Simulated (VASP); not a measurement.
All values below come from PBE GGA with D3 dispersion (Becke-Johnson damping), VASP's PBE PAW potentials (set 64) (plane waves; VASP).

The input files of a VASP run:

### KPOINTS
```
K-points
0
G
16 16 16
```

### INCAR
```
SYSTEM  =  Nb
PREC  =  Accurate; ENCUT  =  520; LREAL  =  F
LASPH  =  T
EDIFF  =  1E-7; NELM  =  100; ALGO  =  Normal
LMAXMIX  =  4
ISMEAR  =  1; SIGMA  =  0.1
GGA  =  PE; IVDW  =  12
ISIF  =  2
LWAVE  =  F; LCHARG  =  F
```

**POSCAR**
```
Nb
2.7690120
 -0.5773503720   0.5773503720   0.5773503720
  0.5773503720  -0.5773503720   0.5773503720
  0.5773503720   0.5773503720  -0.5773503720
Nb
1
Cart
  0.0000000000   0.0000000000   0.0000000000
```

POTCAR, in this order: Nb_sv (PBE.64 set). Program: vasp_std.

Q: Estimate the energy per atom (σ→0), dispersion energy, pressure, band gap (on the k-mesh).

A: 
```yaml
energy per atom (σ→0): -10.926 eV/atom
dispersion_energy: -0.815 eV
band gap (on the k-mesh): none (metal, semimetal or under 0.01 eV)
pressure: 12.85 GPa
```

File OSZICAR:
```
...
DAV:   8    -0.101115743028E+02   -0.67002E-02   -0.14262E-02  3408   0.189E+00    0.447E-02
DAV:   9    -0.101116506805E+02   -0.76378E-04   -0.12707E-03  4884   0.314E-01    0.578E-02
DAV:  10    -0.101116731631E+02   -0.22483E-04   -0.35893E-05  3676   0.915E-02    0.258E-02
DAV:  11    -0.101116637221E+02    0.94409E-05   -0.10085E-05  3228   0.667E-02    0.486E-03
DAV:  12    -0.101116635121E+02    0.20999E-06   -0.29479E-07  3714   0.698E-03    0.267E-03
DAV:  13    -0.101116632885E+02    0.22363E-06   -0.59118E-08  1762   0.406E-03    0.635E-04
DAV:  14    -0.101116632748E+02    0.13749E-07   -0.13616E-08  1678   0.214E-03
   1 F= -.10926178E+02 E0= -.10926323E+02  d E =0.434018E-03
```

The compound is Nb in the bcc structure. This cell is one point of a volume scan, at 0.94 of the reference volume.
